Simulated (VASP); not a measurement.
Data:

```yaml
crystal:
  lattice:
    - [0.00000, 2.35550, 2.35550]
    - [2.35550, 0.00000, 2.35550]
    - [2.35550, 2.35550, 0.00000]
  atoms:
    - { symbol: Zr, position: [0.00000, 0.00000, 0.00000] }
    - { symbol: C, position: [0.50000, 0.50000, 0.50000] }
```

Calculation: PBE GGA, VASP's PBE PAW potentials (set 64) (plane waves; VASP). Settings: 520 eV cut-off, Gaussian smearing of 0.050 eV, potentials Zr_sv C.

Problem. What does the run give for the band gap (along the path) with the smallest direct gap where there is one?

Solution. 
The band gap (along the path) is none (metal, semimetal or under 0.01 eV).

Total energies compare only between runs with the same potentials, cut-off and functional.

The structure was generated: ZrC was put into the rock salt type (Fm-3m), which need not be its known phase. It was relaxed first, which changed the volume by -34 %.
